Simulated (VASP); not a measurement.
Input of a VASP 6.6.1 run:

Contents of POSCAR:

```
Sb2TeO2
1.0
    3.9058100000      0.0000000000      0.0000000000
    0.0000000000     12.5464100000      0.0000000000
    0.0000000000      0.0000000000      3.9007200000
Sb Te O
4 2 4
Direct
    0.5321070000      0.1539610000      0.5000000000
    0.0321070000      0.3460390000      0.0000000000
    0.9678930000      0.6539610000      0.0000000000
    0.4678930000      0.8460390000      0.5000000000
    0.0000000000      0.0000000000      0.0000000000
    0.5000000000      0.5000000000      0.5000000000
    0.0110860000      0.2502090000      0.5000000000
    0.5110860000      0.2497910000      0.0000000000
    0.4889140000      0.7502090000      0.0000000000
    0.9889140000      0.7497910000      0.5000000000
```

Contents of INCAR.step1:

```
PREC = Accurate
ENCUT = 520
EDIFF = 1E-8
ISMEAR = 0
SIGMA = 0.1
LREAL = F
LASPH = T
NELM = 80
ALGO = Normal
ISIF = 3
LWAVE = F
LCHARG = F
GGA = PE
KPAR = 4
IBRION = 2
NSW = 40
EDIFFG = -0.002
```

The input INCAR.step2:

```
PREC = Accurate
ENCUT = 520
EDIFF = 1E-8
ISMEAR = 0
SIGMA = 0.1
LREAL = F
LASPH = T
NELM = 80
ALGO = Normal
ISIF = 2
LWAVE = F
LCHARG = F
GGA = PE
KPAR = 4
IBRION = 6
NFREE = 2
POTIM = 0.015
NSW = 1
```

File KPOINTS:

```
regular mesh
0
Gamma
  8 4 8
```

Potentials or basis: VASP PAW PBE potentials, release 64 (Sb, Te, O).

Run with:

```console
$ cat potpaw_PBE.64/Sb/POTCAR potpaw_PBE.64/Te/POTCAR potpaw_PBE.64/O/POTCAR > POTCAR
$ cp INCAR.step1 INCAR
$ mpirun -np 4 vasp_std > vasp.out
$ cp CONTCAR POSCAR
$ cp INCAR.step2 INCAR
$ mpirun -np 4 vasp_std > vasp.out
```

Task: What does it give for the highest phonon frequency at Γ, LO-TO splitting left out?

Result: 414 cm⁻¹.

Task: Estimate the most unstable mode.

Result: 70i cm⁻¹.

Task: What does it give for the relaxed cell?

Result: a = 3.896 Å, b = 12.550 Å, c = 3.897 Å, α = 90.00°, β = 90.00°, γ = 90.00°.

Task: Predict the relaxed volume.

Result: 19.05 Å³/atom.

Task: Predict the space group after relaxing (to 0.05 Å).

Result: I4/mmm (No. 139).

Final structure:
```
CELL_PARAMETERS angstrom
3.89576 0.00000 0.00000
0.00000 12.54965 0.00000
0.00000 0.00000 3.89676
ATOMIC_POSITIONS crystal
Sb 0.50224 0.15390 0.50000
Sb 0.00224 0.34610 0.00000
Sb 0.99776 0.65390 0.00000
Sb 0.49776 0.84610 0.50000
Te 0.00000 0.00000 0.00000
Te 0.50000 0.50000 0.50000
O 0.00086 0.25000 0.50000
O 0.50086 0.25000 0.00000
O 0.49914 0.75000 0.00000
O 0.99914 0.75000 0.50000
```

Caveat: some modes are imaginary. The run has no spin-orbit coupling, so splittings on Sb, Te are missing.
